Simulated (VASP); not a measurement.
The system is HfB.

```
CELL_PARAMETERS angstrom
0.00000 2.31000 2.31000
2.31000 0.00000 2.31000
2.31000 2.31000 0.00000
ATOMIC_POSITIONS crystal
Hf 0.50000 0.50000 0.50000
B 0.00000 0.00000 0.00000
```

```yaml
Program: VASP 6.6.1
Task: relaxation of cell and atoms
Functional: PBE
Dispersion: D3(BJ)
Potentials_or_basis: VASP PAW PBE potentials, release 64 (Hf_pv, B)
Cutoff: 600 eV
k_mesh: 8 × 8 × 8
Occupations: fermi-dirac, width 0.05 eV
Spin: no spin polarisation
```

At the start: pressure 25.3 GPa; volume 12.33 Å³/atom.

Problem. Where does the relaxation end?

Solution. Over 18 steps the energy falls by 106.2 meV/atom and the volume is 13.80 Å³/atom (+12.0 %); space group Fm-3m (No. 225, to 0.05 Å).

The path:
```
step  energy change (eV)  largest force (eV/Å)  pressure (GPa)  volume (Å³)
   1              0.0000                0.0000           25.34        24.65
   2              0.1324                0.0000          -20.73        32.28
   3             -0.2121                0.0000           -0.73        27.71
   4             -0.2123                0.0000           -0.10        27.61
   5             -0.2123                0.0000            0.33        27.55
   6             -0.2123                0.0000            0.30        27.55
   7             -0.2123                0.0000            0.27        27.56
   8             -0.2123                0.0000            0.27        27.56
   9             -0.2123                0.0000            0.27        27.56
  10             -0.2123                0.0000            0.27        27.56
  11             -0.2123                0.0000            0.27        27.56
  12             -0.2123                0.0000            0.27        27.56
  13             -0.2123                0.0000            0.25        27.56
  14             -0.2123                0.0000            0.22        27.57
  15             -0.2123                0.0000            0.17        27.57
  16             -0.2123                0.0000            0.07        27.59
  17             -0.2123                0.0000           -0.13        27.62
  18             -0.2123                0.0000           -0.01        27.60
```

Final structure:
```cif
data_structure
_symmetry_space_group_name_H-M 'P 1'
_symmetry_Int_Tables_number 1
_cell_length_a 3.3922
_cell_length_b 3.3922
_cell_length_c 3.3922
_cell_angle_alpha 60.000
_cell_angle_beta 60.000
_cell_angle_gamma 60.000
_cell_volume 27.60
loop_
_atom_site_label
_atom_site_type_symbol
_atom_site_fract_x
_atom_site_fract_y
_atom_site_fract_z
_atom_site_occupancy
Hf1 Hf 0.50000 0.50000 0.50000 1
B1 B 0.00000 0.00000 0.00000 1
```

Caveat: the volume moved by +12 % from the deposited cell, more than functionals usually miss; pairwise dispersion overbinds metals, which lowers pressure and volume.
